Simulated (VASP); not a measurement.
Method: LDA (Ceperley-Alder, Perdew-Zunger), VASP's LDA PAW potentials (set 64) (plane waves; VASP).

Input for VASP

### INCAR
```
ALGO  =  Normal
EDIFF  =  1E-7
ENCUT  =  400
ISIF  =  2
ISMEAR  =  -5
LASPH  =  .TRUE.
LCHARG  =  .TRUE.
LMAXMIX  =  4
LORBIT  =  11
LREAL  =  .FALSE.
LWAVE  =  .FALSE.
NEDOS  =  601
NELM  =  100
PREC  =  Accurate
SYSTEM  =  CoAl
```

### POSCAR
```
CoAl
1
    2.7937808356     0.0000000000     0.0000000000
    0.0000000000     2.7937808356     0.0000000000
    0.0000000000     0.0000000000     2.7937808356
Al Co
1 1
Direct
  0.5000000000   0.5000000000   0.5000000000
  0.0000000000   0.0000000000   0.0000000000
```

**KPOINTS**
```
kpoints
0
gamma
 15 15 15
0 0 0
```

POTCAR, in this order: Al Co (LDA.64 set). Program: vasp_std.

**Question.** What does the run give for the energy per atom (σ→0), band gap (on the k-mesh)?

**Answer.** 
```
Item                                                         Value
------------------------  ----------------------------------------
energy per atom (σ→0)                               -6.856 eV/atom
band gap (on the k-mesh)  none (metal, semimetal or under 0.01 eV)
```

**OSZICAR**
```
...
DAV:  10    -0.137112051621E+02    0.50223E-03   -0.97025E-04  2972   0.449E-01    0.151E-01
DAV:  11    -0.137111853714E+02    0.19791E-04   -0.24064E-05  2952   0.515E-02    0.141E-02
DAV:  12    -0.137111803771E+02    0.49943E-05   -0.56539E-06  2748   0.323E-02    0.589E-03
DAV:  13    -0.137111795942E+02    0.78290E-06   -0.46065E-07  2212   0.683E-03    0.145E-03
DAV:  14    -0.137111792965E+02    0.29774E-06   -0.83109E-08  1252   0.283E-03    0.642E-04
DAV:  15    -0.137111794257E+02   -0.12923E-06   -0.16805E-08  1206   0.178E-03    0.114E-04
DAV:  16    -0.137111794348E+02   -0.90766E-08   -0.17247E-09  1206   0.496E-04
   1 F= -.13711179E+02 E0= -.13711179E+02  d E =0.000000E+00
```

The compound is CoAl in the CsCl type structure. It was relaxed first, which changed the volume by -7 %. The run is not spin-polarised, so no magnetic state was tried.
